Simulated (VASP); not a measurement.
Given:

```xyz
8
Lattice="-1.4502 1.4502 7.8015 1.4502 -1.4502 7.8015 1.4502 1.4502 -7.8015" Properties=species:S:1:pos:R:3 pbc="T T T"
Cr     0.0000     0.0000     3.0827
Cr     0.0000     1.4502     6.9835
Cr     0.0000     1.4502     0.8181
Cr     0.0000     0.0000    12.5203
B      0.0000     0.0000     5.3405
B      1.4502     0.0000     1.4397
B      1.4502     0.0000     6.3618
B      0.0000     0.0000    10.2626
```

Computed with PBEsol GGA, VASP's PBE PAW potentials (set 64) (plane waves; VASP). Run with 400 eV cut-off, 7×7×7 Γ-centred mesh, Gaussian smearing of 0.050 eV, potentials Cr_pv B.

At this cut-off the stress carries a Pulay error, which pulls relaxed volumes low.

### Question
What does the run give for the energy per atom (σ→0), pressure, band gap (on the k-mesh) with the smallest direct gap where there is one?

### Answer

```
Quantity                                                    Result
------------------------  ----------------------------------------
band gap (on the k-mesh)  none (metal, semimetal or under 0.01 eV)
energy per atom (σ→0)                               -9.227 eV/atom
pressure                                                 -4.10 GPa
```

Total energies compare only between runs with the same potentials, cut-off and functional.

The structure comes from a computed database's CrB entry; how it stands against other phases isn't given here. The cell was not relaxed at this level. The k-mesh is coarse (spacing up to 0.44 per Å, 2π included), so the numbers may not be converged in it. The run is not spin-polarised, so no magnetic state was tried.
